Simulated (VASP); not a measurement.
Here is the system:

```xyz
3
Lattice="1.5753 -2.7285 0.0000 1.5753 2.7285 0.0000 0.0000 0.0000 3.5045" Properties=species:S:1:pos:R:3 pbc="T T T"
Zr     0.0000     0.0000     0.0000
B      1.5753     0.9095     1.7523
B      1.5753    -0.9095     1.7523
```

Calculation: PBE GGA with D4 dispersion, VASP's PBE PAW potentials (set 64) (plane waves; VASP). Settings: 520 eV cut-off, 12×12×10 Γ-centred mesh, tetrahedra with Blöchl corrections, potentials Zr_sv B.

Predict the energy per atom (σ→0), band gap (on the k-mesh) with the smallest direct gap where there is one.

* **band gap (on the k-mesh)**: none (metal, semimetal or under 0.01 eV)
* **energy per atom (σ→0)**: -8.642 eV/atom

The compound is ZrB2 in the AlB2 type structure. It was relaxed first.
